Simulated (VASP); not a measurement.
Re, 2 atoms in the cell. The structure is hexagonal, space group P6_3/mmc (No. 194). The conventional cell has a = 2.774 Å, b = 2.774 Å, c = 4.483 Å, α = 90.00°, β = 90.00°, γ = 120.00°. Re (site symmetry -6m2) is surrounded by 12 Re at 2.75 to 2.77 Å. The cell was built by a generator and needn't be a form met in nature.

- Program: VASP 6.6.1
- Task: electrostatic potential
- Functional: PBE
- Potentials or basis: VASP PAW PBE potentials, release 64 (Re)
- Cutoff: 700 eV
- k mesh: 18 × 18 × 10
- Occupations: methfessel-paxton, width 0.1 eV
- Spin: no spin polarisation
- Further INCAR settings: ALGO = Fast; EDIFF = 1e-07

Potentials or basis: VASP PAW PBE potentials, release 64 (Re).

Launch:

```console
$ cat potpaw_PBE.64/Re/POTCAR > POTCAR
$ mpirun -np 1 vasp_std > vasp.out
```

Hardware: 1 thread of Intel(R) Xeon(R) Platinum 8488C (Sapphire Rapids) (shared host).

Problem. Estimate the wall time of this run.

Solution. It took 2.1 min on 1 thread of Intel(R) Xeon(R) Platinum 8488C (Sapphire Rapids) (shared host), peak memory 0.25 GiB. Counts: scf iterations 18, k points 222.
